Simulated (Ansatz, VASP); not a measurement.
# TiAl3: VASP beside Ansatz, part 2 of 3

Aim: how closely do two programs agree when they are given the same cell, functional and k mesh? The cell is taken from a series of runs on this material, whose earlier steps may have relaxed, scaled, displaced or heated it; both programs get it as it stands.

VASP 6.6.1 and Ansatz 0.2.0.

So far: Starting point; Ansatz: zone-centre phonons, PBEsol.

## (3) VASP: zone-centre phonons, PBEsol

Level of this step: PBEsol; plane waves and PAW (Al, Ti_sv) (VASP).

The same cell, functional, mesh and smearing now go to VASP, with its own data sets.

Lines of VASP's logs that name or quote its potential files are left out, and so is its time.

File INCAR:

```
SYSTEM = TiAl3
PREC = Accurate
ENCUT = 500
EDIFF = 1E-08
NELM = 120
ISMEAR = 1
SIGMA = 0.2
LREAL = .FALSE.
ALGO = Normal
GGA = PS
NBANDS = 16
LASPH = .TRUE.
LORBIT = 11
LWAVE = .FALSE.
LCHARG = .FALSE.
ISIF = 2
IBRION = 8
GGA_COMPAT = .FALSE.
KPAR = 2
```

File POSCAR:

```
TiAl3
1.0
   -1.8693913340      1.8693913340      4.1854919768
    1.8693913340     -1.8693913340      4.1854919768
    1.8693913340      1.8693913340     -4.1854919768
Al Ti
3 1
Direct
    0.5000000000      0.5000000000      0.0000000000
    0.7500000000      0.2500000000      0.5000000000
    0.2500000000      0.7500000000      0.5000000000
    0.0000000000      0.0000000000      0.0000000000
```

File KPOINTS:

```
Automatic mesh
0
Gamma
16 16 16
0 0 0
```

PAW data sets: Al and Ti_sv (PBE family, release 64).

The run is started by

```
mpirun -np 2 vasp_std
```

Output:

```text
[banner, memory and clock lines left out]
running    2 mpi-ranks, on    1 nodes
 distrk:  each k-point on    1 cores,    2 groups
 distr:  one band on    1 cores,    1 groups

 POSCAR found type information on POSCAR AlTi
 POSCAR found :  2 types and       4 ions
|                                                                             |
|               ----> ADVICE to this user running VASP <----                  |
|                                                                             |
|     You enforced a specific xc type in the INCAR file but a different       |
|     [... a line on the potential file left out ...]
|     I HOPE YOU KNOW WHAT YOU ARE DOING!                                     |
|                                                                             |

 LDA part: xc-table for (Slater+PW92), standard interpolation
 POSCAR, INCAR and KPOINTS ok, starting setup
 FFT: planning ... GRIDC
 FFT: planning ... GRID_SOFT
 FFT: planning ... GRID
 WAVECAR not read
 entering main loop
       N       E                     dE             d eps       ncg     rms          rms(c)
DAV:   1     0.117147431679E+03    0.11715E+03   -0.92459E+03 11168   0.120E+03
DAV:   2    -0.157572002308E+02   -0.13290E+03   -0.13065E+03 11504   0.311E+02
DAV:   3    -0.239426943390E+02   -0.81855E+01   -0.80369E+01 18552   0.694E+01
DAV:   4    -0.241210643769E+02   -0.17837E+00   -0.17817E+00 12824   0.102E+01
DAV:   5    -0.241281247787E+02   -0.70604E-02   -0.70601E-02 18512   0.191E+00    0.121E+01
DAV:   6    -0.227608370407E+02    0.13673E+01   -0.24995E+01 16504   0.392E+01    0.600E+00
DAV:   7    -0.222066648599E+02    0.55417E+00   -0.67811E+00 14320   0.200E+01    0.332E+00
DAV:   8    -0.221707298242E+02    0.35935E-01   -0.99647E-01 14096   0.836E+00    0.148E+00
DAV:   9    -0.221377751371E+02    0.32955E-01   -0.31370E-01 14984   0.461E+00    0.252E-01
DAV:  10    -0.221391369554E+02   -0.13618E-02   -0.69917E-03 13832   0.680E-01    0.311E-01
DAV:  11    -0.221374853845E+02    0.16516E-02   -0.71562E-03 16256   0.623E-01    0.819E-02
DAV:  12    -0.221374349691E+02    0.50415E-04   -0.46510E-04 15384   0.171E-01    0.372E-02
DAV:  13    -0.221374342839E+02    0.68521E-06   -0.81342E-06 12224   0.251E-02    0.102E-02
DAV:  14    -0.221374331391E+02    0.11448E-05   -0.11382E-05 17352   0.235E-02    0.979E-03
DAV:  15    -0.221374330864E+02    0.52690E-07   -0.20161E-07 12280   0.414E-03    0.743E-03
DAV:  16    -0.221374330399E+02    0.46476E-07   -0.98258E-08 15024   0.262E-03    0.167E-03
DAV:  17    -0.221374330417E+02   -0.17665E-08   -0.68358E-08 14624   0.220E-03
   1 F= -.22137433E+02 E0= -.22137702E+02  d E =0.806109E-03
 Linear response reoptimize wavefunctions to high precision
DAV:   1    -0.221374330451E+02   -0.34308E-08   -0.23095E-09 11024   0.400E-04
DAV:   2    -0.221374330451E+02   -0.95497E-11   -0.55227E-11  7776   0.645E-05
 Linear response DOF=           6
 Linear response progress:
  Degree of freedom:   1/  6
       N       E                     dE             d eps       ncg     rms          rms(c)
RMM:   1    -0.887063537187E-02   -0.88706E-02    0.39652E-03 35833   0.141E+00
RMM:   2    -0.744081228140E-02    0.14298E-02   -0.18913E-03 40178   0.264E-01    0.481E-02
RMM:   3    -0.747735477751E-02   -0.36542E-04   -0.38420E-04 44178   0.116E-01    0.260E-02
RMM:   4    -0.759164579687E-02   -0.11429E-03   -0.11105E-04 43360   0.561E-02    0.753E-03
RMM:   5    -0.760379448155E-02   -0.12149E-04   -0.13455E-05 47412   0.212E-02    0.361E-03
RMM:   6    -0.761233680492E-02   -0.85423E-05   -0.22850E-06 49875   0.842E-03    0.100E-03
RMM:   7    -0.761373264217E-02   -0.13958E-05   -0.35301E-07 48435   0.322E-03    0.401E-04
RMM:   8    -0.761388904577E-02   -0.15640E-06   -0.11723E-07 47268   0.167E-03    0.184E-04
RMM:   9    -0.761397313876E-02   -0.84093E-07    0.21843E-09 51936   0.623E-04    0.107E-04
RMM:  10    -0.761400182112E-02   -0.28682E-07   -0.10178E-09 48245   0.320E-04    0.209E-05
RMM:  11    -0.761398844698E-02    0.13374E-07   -0.30206E-11 52201   0.139E-04    0.756E-06
RMM:  12    -0.761399103490E-02   -0.25879E-08    0.10079E-10 52375   0.615E-05    0.342E-06
 first order change of Fermi-energy   0.18064E-03
 force on displaced ion       1 direction 1 : -10.290   0.000   0.000
 Linear response progress:
  Degree of freedom:   2/  6
       N       E                     dE             d eps       ncg     rms          rms(c)
RMM:   1    -0.110270746550E-01   -0.11027E-01    0.78432E-03 26359   0.757E-01
RMM:   2    -0.842369212601E-02    0.26034E-02   -0.16362E-03 23922   0.207E-01    0.501E-02
RMM:   3    -0.834951149005E-02    0.74181E-04   -0.55636E-04 23725   0.103E-01    0.222E-02
RMM:   4    -0.839427712578E-02   -0.44766E-04   -0.16530E-04 24350   0.528E-02    0.783E-03
RMM:   5    -0.838730962559E-02    0.69675E-05   -0.18471E-05 24949   0.208E-02    0.259E-03
RMM:   6    -0.839218022014E-02   -0.48706E-05   -0.46882E-06 26385   0.859E-03    0.772E-04
RMM:   7    -0.839006653711E-02    0.21137E-05   -0.10707E-06 26871   0.369E-03    0.333E-04
RMM:   8    -0.838947925572E-02    0.58728E-06   -0.42302E-07 27469   0.156E-03    0.187E-04
RMM:   9    -0.838971725904E-02   -0.23800E-06   -0.13301E-07 27763   0.729E-04    0.325E-05
RMM:  10    -0.838980704891E-02   -0.89790E-07   -0.42942E-08 28821   0.336E-04    0.423E-05
[...]
RMM:  13    -0.743915115536E-02    0.28308E-08    0.78196E-09 92165   0.392E-05    0.200E-06
 first order change of Fermi-energy   0.71055E-06
 force on displaced ion       2 direction 1 :  -8.964   0.000  -0.000
 Linear response progress:
  Degree of freedom:   4/  6
       N       E                     dE             d eps       ncg     rms          rms(c)
RMM:   1    -0.119287028373E-01   -0.11929E-01    0.93559E-04 40753   0.130E+00
RMM:   2    -0.881337500970E-02    0.31153E-02   -0.20421E-03 42447   0.283E-01    0.613E-02
RMM:   3    -0.874932654948E-02    0.64048E-04   -0.62368E-04 42645   0.140E-01    0.291E-02
RMM:   4    -0.883548483492E-02   -0.86158E-04   -0.19255E-04 45391   0.717E-02    0.104E-02
RMM:   5    -0.884270247424E-02   -0.72176E-05   -0.22866E-05 47787   0.276E-02    0.390E-03
RMM:   6    -0.885328352695E-02   -0.10581E-04   -0.45905E-06 50413   0.119E-02    0.133E-03
RMM:   7    -0.885277018974E-02    0.51334E-06   -0.93989E-07 49667   0.457E-03    0.559E-04
RMM:   8    -0.885264824252E-02    0.12195E-06   -0.24500E-07 49041   0.203E-03    0.281E-04
RMM:   9    -0.885296159652E-02   -0.31335E-06   -0.84734E-08 50475   0.842E-04    0.127E-04
RMM:  10    -0.885302495227E-02   -0.63356E-07   -0.16151E-08 49760   0.384E-04    0.281E-05
RMM:  11    -0.885301043163E-02    0.14521E-07   -0.57524E-09 52542   0.177E-04    0.716E-06
RMM:  12    -0.885302050563E-02   -0.10074E-07   -0.93872E-09 52381   0.742E-05    0.318E-06
RMM:  13    -0.885301687523E-02    0.36304E-08   -0.82202E-10 53055   0.399E-05    0.154E-06
 first order change of Fermi-energy  -0.30267E-03
 force on displaced ion       2 direction 3 :  -0.000  -0.000  -7.937
 Linear response progress:
  Degree of freedom:   5/  6
       N       E                     dE             d eps       ncg     rms          rms(c)
RMM:   1    -0.787244243746E+00   -0.78724E+00    0.87686E+00 20037   0.143E+02
RMM:   2    -0.691935069902E+00    0.95309E-01   -0.53813E-01 34455   0.591E+00    0.179E-01
RMM:   3    -0.690488576917E+00    0.14465E-02   -0.26445E-02 39816   0.131E+00    0.845E-02
RMM:   4    -0.691383393708E+00   -0.89482E-03   -0.18925E-02 46670   0.588E-01    0.358E-02
RMM:   5    -0.693038694977E+00   -0.16553E-02   -0.99599E-04 45064   0.173E-01    0.124E-02
RMM:   6    -0.693300061699E+00   -0.26137E-03   -0.26912E-04 48730   0.722E-02    0.379E-03
RMM:   7    -0.693247345548E+00    0.52716E-04   -0.41503E-05 49552   0.261E-02    0.294E-03
RMM:   8    -0.693346422686E+00   -0.99077E-04   -0.14594E-05 47323   0.119E-02    0.676E-04
RMM:   9    -0.693365735631E+00   -0.19313E-04   -0.63669E-06 50516   0.586E-03    0.222E-04
RMM:  10    -0.693356472119E+00    0.92635E-05   -0.44773E-06 51187   0.320E-03    0.156E-04
RMM:  11    -0.693361060090E+00   -0.45880E-05   -0.33848E-06 50128   0.195E-03    0.489E-05
RMM:  12    -0.693363129545E+00   -0.20695E-05   -0.24945E-06 51636   0.139E-03    0.101E-05
RMM:  13    -0.693363821071E+00   -0.69153E-06   -0.19871E-06 50321   0.106E-03    0.965E-06
RMM:  14    -0.693364053452E+00   -0.23238E-06   -0.15708E-06 50443   0.863E-04    0.646E-06
[...]
RMM:  18    -0.693364123658E+00    0.12929E-07   -0.70362E-07 47368   0.475E-04    0.693E-06
RMM:  19    -0.693364078698E+00    0.44960E-07   -0.63960E-07 44558   0.422E-04    0.110E-05
RMM:  20    -0.693364089530E+00   -0.10833E-07   -0.52840E-07 43921   0.373E-04    0.128E-05
RMM:  21    -0.693364097829E+00   -0.82980E-08   -0.44700E-07 32765   0.332E-04    0.146E-05
RMM:  22    -0.693364112053E+00   -0.14225E-07   -0.38759E-07 29404   0.296E-04    0.161E-05
RMM:  23    -0.693364122420E+00   -0.10367E-07   -0.32181E-07 28132   0.266E-04    0.172E-05
RMM:  24    -0.693364134249E+00   -0.11829E-07   -0.28283E-07 27619   0.239E-04    0.185E-05
RMM:  25    -0.693364143972E+00   -0.97227E-08   -0.23940E-07 33749   0.216E-04    0.191E-05
 first order change of Fermi-energy  -0.27638E-03
 force on displaced ion       4 direction 1 : -12.295   0.000   0.000
 Linear response progress:
  Degree of freedom:   6/  6
       N       E                     dE             d eps       ncg     rms          rms(c)
RMM:   1    -0.732775396752E+00   -0.73278E+00    0.19073E+01 11342   0.148E+02
RMM:   2    -0.637862218730E+00    0.94913E-01   -0.59460E-01 18949   0.598E+00    0.187E-01
RMM:   3    -0.636468636176E+00    0.13936E-02   -0.28529E-02 22213   0.134E+00    0.843E-02
RMM:   4    -0.637135276093E+00   -0.66664E-03   -0.18965E-02 25549   0.583E-01    0.317E-02
RMM:   5    -0.638338397832E+00   -0.12031E-02   -0.75653E-04 25339   0.158E-01    0.120E-02
RMM:   6    -0.638745292201E+00   -0.40689E-03   -0.25996E-04 26405   0.689E-02    0.366E-03
RMM:   7    -0.638802487384E+00   -0.57195E-04   -0.38008E-05 27731   0.237E-02    0.191E-03
RMM:   8    -0.638857748941E+00   -0.55262E-04   -0.17486E-05 26072   0.111E-02    0.691E-04
RMM:   9    -0.638878628427E+00   -0.20879E-04   -0.11045E-05 27575   0.566E-03    0.302E-04
RMM:  10    -0.638870199032E+00    0.84294E-05   -0.82849E-06 27446   0.328E-03    0.702E-05
RMM:  11    -0.638871514323E+00   -0.13153E-05   -0.73277E-06 28291   0.212E-03    0.444E-05
RMM:  12    -0.638872891134E+00   -0.13768E-05   -0.64095E-06 26432   0.163E-03    0.117E-05
RMM:  13    -0.638873158867E+00   -0.26773E-06   -0.57880E-06 27672   0.134E-03    0.102E-05
RMM:  14    -0.638873197552E+00   -0.38685E-07   -0.51549E-06 28910   0.116E-03    0.180E-05
RMM:  15    -0.638873017392E+00    0.18016E-06   -0.46459E-06 26529   0.103E-03    0.260E-05
RMM:  16    -0.638873082738E+00   -0.65346E-07   -0.42044E-06 25361   0.928E-04    0.278E-05
RMM:  17    -0.638873132745E+00   -0.50008E-07   -0.38175E-06 25167   0.845E-04    0.299E-05
RMM:  18    -0.638873170947E+00   -0.38201E-07   -0.35097E-06 25236   0.775E-04    0.344E-05
RMM:  19    -0.638873245209E+00   -0.74262E-07   -0.31872E-06 23131   0.716E-04    0.375E-05
RMM:  20    -0.638873269732E+00   -0.24523E-07   -0.29744E-06 17782   0.662E-04    0.409E-05
RMM:  21    -0.638873303952E+00   -0.34219E-07   -0.27257E-06 20789   0.616E-04    0.437E-05
RMM:  22    -0.638873340920E+00   -0.36969E-07   -0.25399E-06 21114   0.575E-04    0.462E-05
RMM:  23    -0.638873355266E+00   -0.14346E-07   -0.23680E-06 14352   0.535E-04    0.492E-05
RMM:  24    -0.638873372783E+00   -0.17517E-07   -0.21345E-06 13323   0.501E-04    0.519E-05
 first order change of Fermi-energy   0.30729E-03
 force on displaced ion       4 direction 3 :   0.000   0.000  -9.553
 Linear response finished
```

(Part 2 of 3 ends here.)

[Lines on the potential files, build, host, timing and source positions are cut from VASP's logs without a mark.]

[Logs are printed without paths, hosts, clocks, repeated set-up lines and the standing remarks that a program may print on its own settings, such as how far it seeks lower states.]

[Hosts, paths, dates, database ids (printed as entryN), source tags and the programs' standing remarks are cut or masked in the printed files.]
